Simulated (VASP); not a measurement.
Output of a VASP run:

**OSZICAR**
```
       N       E                     dE             d eps       ncg     rms          rms(c)
DAV:   1    -0.998709025301E+01   -0.99871E+01   -0.20230E-01   392   0.601E+00    0.140E+00
DAV:   2    -0.998280091952E+01    0.42893E-02   -0.17995E-02   472   0.139E+00    0.747E-01
DAV:   3    -0.998200416147E+01    0.79676E-03   -0.40541E-03   448   0.540E-01    0.400E-01
DAV:   4    -0.998181316881E+01    0.19099E-03   -0.19094E-04   516   0.151E-01    0.231E-01
DAV:   5    -0.998170890996E+01    0.10426E-03   -0.13650E-04   476   0.120E-01    0.134E-01
DAV:   6    -0.998168292832E+01    0.25982E-04   -0.16617E-05   472   0.490E-02    0.790E-02
DAV:   7    -0.998167354563E+01    0.93827E-05   -0.45972E-06   464   0.242E-02    0.466E-02
DAV:   8    -0.998167122951E+01    0.23161E-05   -0.21390E-06   440   0.152E-02    0.277E-02
DAV:   9    -0.998167076037E+01    0.46914E-06   -0.64548E-07   304   0.959E-03
   1 F= -.99816708E+01 E0= -.99816708E+01  d E =-.437905E-14
       N       E                     dE             ncg
```

**OUTCAR**
```
------------------------ aborting loop because EDIFF is reached ----------------------------------------
  FORCE on cell =-STRESS in cart. coord.  units (eV):
  Direction    XX          YY          ZZ          XY          YZ          ZX
  --------------------------------------------------------------------------------------
  Total       -0.1941773     -0.1941773     -0.1941773     -0.0000000      0.0000000      0.0000000
  in kB       -7.8131066     -7.8131066     -7.8131066     -0.0000000      0.0000000      0.0000000
  external PRESSURE =      -7.8131066 kB  Pullay stress =       0.0000000 kB
  volume of cell :       39.82
      direct lattice vectors                 reciprocal lattice vectors
     0.000000000  2.710306690  2.710306690    -0.184480967  0.184480967  0.184480967
     2.710306690  0.000000000  2.710306690     0.184480967 -0.184480967  0.184480967
     2.710306690  2.710306690  0.000000000     0.184480967  0.184480967 -0.184480967
  FREE ENERGIE OF THE ION-ELECTRON SYSTEM (eV)
  ---------------------------------------------------
  free  energy   TOTEN  =        -9.9816707604 eV

  energy  without entropy=       -9.9816707604  energy(sigma->0) =       -9.98167076

  exchange ACFDT corr.  =         0.00000000  see jH, gK, PRB 81, 115126
```
(Selected blocks of OUTCAR.)

File POSCAR:
```
KF
1
    0.0000000000     2.7103066901     2.7103066901
    2.7103066901     0.0000000000     2.7103066901
    2.7103066901     2.7103066901     0.0000000000
K F
1 1
Direct
  1.0000000000   1.0000000000   1.0000000000
  0.5000000000   0.5000000000   0.5000000000
```

### Question
Reconstruct the remaining input files.

### Answer
One answer among several that fit: the input of the run itself, HSE06 screened hybrid, plane waves, VASP's PBE PAW potentials (set 64).

File KPOINTS:
```
Automatic mesh
0
Gamma
6 6 6
0 0 0
```

### KPOINTS_OPT
```
named points and PBE's band edges
7
Reciprocal
  0.000000   0.000000   0.000000 1 ! GAMMA
  0.500000   0.000000   0.500000 1 ! X
  0.500000   0.500000   0.500000 1 ! L
  0.500000   0.250000   0.750000 1 ! W
  0.375000   0.375000   0.750000 1 ! K
  0.625000   0.250000   0.625000 1 ! U
  0.035710   0.000000   0.035710 1 ! near an edge
```

### INCAR
```
HFSCREEN = 0.2   ! 1/Angstrom
PREC = Accurate
LASPH = .True.   ! aspherical one-centre terms
NELM = 60
SYSTEM = KF
ISYM = 3
ENCUT = 520
GGA = PE   ! PBE
EDIFF = 1E-6
LCHARG = .False.
LREAL = .False.
ISIF = 2   ! forces and stress, cell fixed
PRECFOCK = Fast
LWAVE = .False.
AEXX = 0.25
ALGO = Normal   ! blocked Davidson
ISMEAR = 0   ! Gaussian
SIGMA = 0.05   ! width (eV)
LHFCALC = .True.
```

POTCAR, in this order: K_sv F (PBE.64 set). Program: vasp_std. Read from the step before: WAVECAR.

The compound is KF in the rock salt structure. It was relaxed first.
